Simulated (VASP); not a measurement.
The cell holds one CaO (rock salt) (100) slab, with vacuum along c, ions free to move until forces fall under 0.03 eV/Å, no reconstruction beyond this cell, dipole correction on. Ionisation potential and electron affinity count from the cell's own band edges, surface states included.

Data:

```
CaO
1.0
    3.37718     0.00000     0.00000
    0.00000     3.37718     0.00000
    0.00000     0.00000    24.44628
O Ca
4 4
Direct
  0.00000   0.50000   0.35575
  0.00000   0.50000   0.54941
  0.50000   0.00000   0.45059
  0.50000   0.00000   0.64425
  0.50000   0.00000   0.35475
  0.00000   0.50000   0.45115
  0.50000   0.00000   0.54885
  0.00000   0.50000   0.64525
```

The numbers are results of PBEsol GGA, VASP's PBE PAW potentials (set 64) (plane waves; VASP), not measurements. Numerical set-up: 450 eV cut-off, 6×6×1 Γ-centred mesh, Gaussian smearing of 0.050 eV, potentials O Ca_sv.

Slab and bulk use different k-meshes, so the surface energy is good to a few per cent at best.

Task: Predict its surface energy, ionisation potential, electron affinity, band gap (on the k-mesh).

Result: 
```
Quantity                     Result
------------------------  ---------
surface energy            0.72 J/m²
ionisation potential        4.07 eV
electron affinity           1.06 eV
band gap (on the k-mesh)    3.01 eV
```

The cell is a thin slab with vacuum, built from CaO (rock salt): (100) face.
